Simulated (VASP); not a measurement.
Level of theory: PBE GGA with D3 dispersion (zero damping), VASP's PBE PAW potentials (set 64) (plane waves; VASP).

VASP ran on this input.

**INCAR**
```
LWAVE = F
ISIF = 3   ! ions, shape and volume
LCHARG = F
IBRION = 2   ! conjugate gradients
NELM = 100
EDIFFG = -0.01   ! ionic stop
ISMEAR = 0   ! Gaussian
SYSTEM = KCl
ENCUT = 520   ! plane-wave cut-off (eV)
PREC = Accurate
LREAL = F   ! projection in real space or not
NSW = 60   ! most ionic steps
SIGMA = 0.05
GGA = PE   ! PBE
EDIFF = 1E-6
LASPH = T   ! aspherical one-centre terms
IVDW = 11
ALGO = Normal   ! blocked Davidson
```

**POSCAR**
```
KCl
1
   -0.0000000000     3.1920234613     3.1920234613
    3.1920234613    -0.0000000000     3.1920234613
    3.1920234613     3.1920234613     0.0000000000
K Cl
1 1
Direct
  0.0000000000   0.0000000000   0.0000000000
  0.5000000000   0.5000000000   0.5000000000
```

**KPOINTS**
```
Automatic mesh
0
gamma
7 7 7
```

POTCAR, in this order: K_sv Cl (PBE.64 set). Program: vasp_std.

The resulting files:

OUTCAR:
```
 ion  position               nearest neighbor table
   1  0.000  0.000  0.000-   2 3.19   2 3.19   2 3.19   2 3.19   2 3.19   2 3.19
   2  0.500  0.500  0.500-   1 3.19   1 3.19   1 3.19   1 3.19   1 3.19   1 3.19
  LATTYP: Found a face centered cubic cell.
 ALAT       =     6.3840469226
 Subroutine PRICEL returns:
 Original cell was already a primitive cell.
 Subroutine GETGRP returns: Found 48 space group operations
The static configuration has the point symmetry O_h .
The dynamic configuration has the point symmetry O_h .
 Subroutine INISYM returns: Found 48 space group operations
 Subroutine IBZKPT returns following result:
 Found     20 irreducible k-points:

 Following reciprocal coordinates:
            Coordinates               Weight
  0.000000  0.000000  0.000000      1.000000
  0.142857  0.000000  0.000000      8.000000
  0.285714  0.000000  0.000000      8.000000
  0.428571  0.000000  0.000000      8.000000
  0.142857  0.142857  0.000000      6.000000
  0.285714  0.142857  0.000000     24.000000
  0.428571  0.142857  0.000000     24.000000
 -0.428571  0.142857  0.000000     24.000000
 -0.285714  0.142857  0.000000     24.000000
...
```

### OSZICAR
```
       N       E                     dE             d eps       ncg     rms          rms(c)
DAV:   1     0.109040729169E+03    0.10904E+03   -0.71886E+03   480   0.118E+03
DAV:   2     0.718550492500E-01   -0.10897E+03   -0.10057E+03   616   0.272E+02
DAV:   3    -0.687369419276E+01   -0.69455E+01   -0.69116E+01   620   0.647E+01
DAV:   4    -0.711400661632E+01   -0.24031E+00   -0.24007E+00   840   0.112E+01
DAV:   5    -0.711508371242E+01   -0.10771E-02   -0.10771E-02   632   0.809E-01    0.315E+00
DAV:   6    -0.681297640052E+01    0.30211E+00   -0.56536E-01   584   0.406E+00    0.258E+00
DAV:   7    -0.679641667530E+01    0.16560E-01   -0.13530E-01   604   0.223E+00    0.151E+00
DAV:   8    -0.680937385989E+01   -0.12957E-01   -0.21369E-02   636   0.124E+00    0.182E-01
DAV:   9    -0.681030668345E+01   -0.93282E-03   -0.14482E-03   632   0.263E-01    0.105E-01
DAV:  10    -0.681100449815E+01   -0.69781E-03   -0.68372E-04   544   0.210E-01    0.113E-02
DAV:  11    -0.681101837742E+01   -0.13879E-04   -0.21850E-05   708   0.346E-02    0.606E-03
DAV:  12    -0.681102205126E+01   -0.36738E-05   -0.53750E-06   584   0.179E-02    0.274E-03
DAV:  13    -0.681102219358E+01   -0.14231E-06   -0.49711E-07   468   0.611E-03
   1 F= -.71804670E+01 E0= -.71804670E+01  d E =-.718047E+01
```

File OUTCAR:
```
------------------------ aborting loop because EDIFF is reached ----------------------------------------
 Edisp (eV)   -0.36944
  FORCE on cell =-STRESS in cart. coord.  units (eV):
  Direction    XX          YY          ZZ          XY          YZ          ZX
  --------------------------------------------------------------------------------------
  Total       0.00213     0.00213     0.00213     0.00000     0.00000     0.00000
  in kB       0.05245     0.05245     0.05245     0.00000     0.00000     0.00000
  external pressure =        0.05 kB  Pullay stress =        0.00 kB
  volume of cell :       65.05
      direct lattice vectors                 reciprocal lattice vectors
     0.000000000  3.192023461  3.192023461    -0.156640453  0.156640453  0.156640453
     3.192023461  0.000000000  3.192023461     0.156640453 -0.156640453  0.156640453
     3.192023461  3.192023461  0.000000000     0.156640453  0.156640453 -0.156640453
  FREE ENERGIE OF THE ION-ELECTRON SYSTEM (eV)
  ---------------------------------------------------
  free  energy   TOTEN  =        -7.1804670101 eV

  energy  without entropy=       -7.1804670101  energy(sigma->0) =       -7.18046701

 reached required accuracy - stopping structural energy minimisation
```
(Selected blocks of OUTCAR.)

The compound is KCl in the rock salt structure. It was relaxed first. The start is the result of an earlier pass.
